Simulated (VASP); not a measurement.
Ge:

```
Ge
1.0
     0.00000    2.84000    2.84000
     2.84000    0.00000    2.84000
     2.84000    2.84000    0.00000
Ge
2
Direct
  0.00000 0.00000 0.00000
  0.25000 0.25000 0.25000
```

The cell was built by a generator and needn't be a form met in nature.

* Program: VASP 6.6.1
* Task: relaxation of cell and atoms
* Functional: LDA
* Potentials or basis: VASP PAW LDA potentials, release 64 (Ge_d)
* Cutoff: 600 eV
* k mesh: 10 × 10 × 10
* Occupations: gaussian, width 0.02 eV
* Spin: no spin polarisation

At the start: pressure -2.0 GPa; volume 22.91 Å³/atom.

Problem. How do energy, volume and symmetry change on relaxing?

Solution. Over 3 steps the energy falls by 4.0 meV/atom and the volume is 22.26 Å³/atom (-2.8 %); space group Fd-3m (No. 227, to 0.05 Å).

Step by step:
```tsv
step	energy change (eV)	largest force (eV/Å)	pressure (GPa)	volume (Å³)
1	0.0000	0.0000	-1.99	45.81
2	-0.0066	0.0000	0.99	43.95
3	-0.0081	0.0000	0.01	44.51
```

Final structure:
```
CELL_PARAMETERS angstrom
0.00000 2.81292 2.81292
2.81292 0.00000 2.81292
2.81292 2.81292 0.00000
ATOMIC_POSITIONS crystal
Ge 0.00000 0.00000 0.00000
Ge 0.25000 0.25000 0.25000
```
